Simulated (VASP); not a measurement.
Input of a VASP 6.6.1 run:

File INCAR:

```
SYSTEM = BaMgSbF
ALGO = Normal
EDIFF = 1E-7
EDIFFG = -0.005
ENCUT = 600
GGA = PE
IBRION = 2
ISIF = 3
ISMEAR = 0
IVDW = 12
KPAR = 2
LASPH = .True.
LCHARG = .False.
LREAL = .False.
LWAVE = .False.
NELM = 80
NSW = 90
PREC = Accurate
SIGMA = 0.03
```

KPOINTS

```
k-points
0
Gamma
  6 6 4
  0 0 0
```

POSCAR

```
BaMgSbF                                 
1.0
    4.5737671204      0.0000000000     -0.0000000000
    0.0000000000      4.5737671204      0.0000000000
   -0.0000000000      0.0000000000      9.8216145534
  Ba              Sb              Mg              F             
     2     2     2     2
Direct
     0.5000000000000000    0.0000000000000000    0.1436347389607316
     1.0000000000000000    0.5000000000000000    0.8563652610392685
     0.5000000000000000    0.0000000000000000    0.6769464237588425
     1.0000000000000000    0.5000000000000000    0.3230535762411574
     0.5000000000000000    0.5000000000000000    0.5000000000000000
     0.0000000000000000    0.0000000000000000    0.5000000000000000
     0.5000000000000000    0.5000000000000000    0.0000000000000000
     0.0000000000000000    0.0000000000000000    0.0000000000000000
```

Potentials or basis: VASP PAW PBE potentials, release 64 (Ba_sv, Sb, Mg, F).

The run is started by

```console
$ cat potpaw_PBE.64/Ba_sv/POTCAR potpaw_PBE.64/Sb/POTCAR potpaw_PBE.64/Mg/POTCAR potpaw_PBE.64/F/POTCAR > POTCAR
$ mpirun -np 2 vasp_std > vasp.out
```

Q: Estimate the relaxed cell.

A: a = 4.573 Å, b = 4.573 Å, c = 9.820 Å, α = 90.00°, β = 90.00°, γ = 90.00°.

Q: Predict the relaxed volume.

A: 25.67 Å³/atom.

Q: What does it give for the space group after relaxing (to 0.05 Å)?

A: P4/nmm (No. 129).

Final structure:
```cif
data_structure
_symmetry_space_group_name_H-M 'P 1'
_symmetry_Int_Tables_number 1
_cell_length_a 4.5732
_cell_length_b 4.5732
_cell_length_c 9.8200
_cell_angle_alpha 90.000
_cell_angle_beta 90.000
_cell_angle_gamma 90.000
_cell_volume 205.38
loop_
_atom_site_label
_atom_site_type_symbol
_atom_site_fract_x
_atom_site_fract_y
_atom_site_fract_z
_atom_site_occupancy
Ba1 Ba 0.50000 0.00000 0.14365 1
Ba2 Ba 0.00000 0.50000 0.85635 1
Sb1 Sb 0.50000 0.00000 0.67691 1
Sb2 Sb 0.00000 0.50000 0.32309 1
Mg1 Mg 0.50000 0.50000 0.50000 1
Mg2 Mg 0.00000 0.00000 0.50000 1
F1 F 0.50000 0.50000 0.00000 1
F2 F 0.00000 0.00000 0.00000 1
```
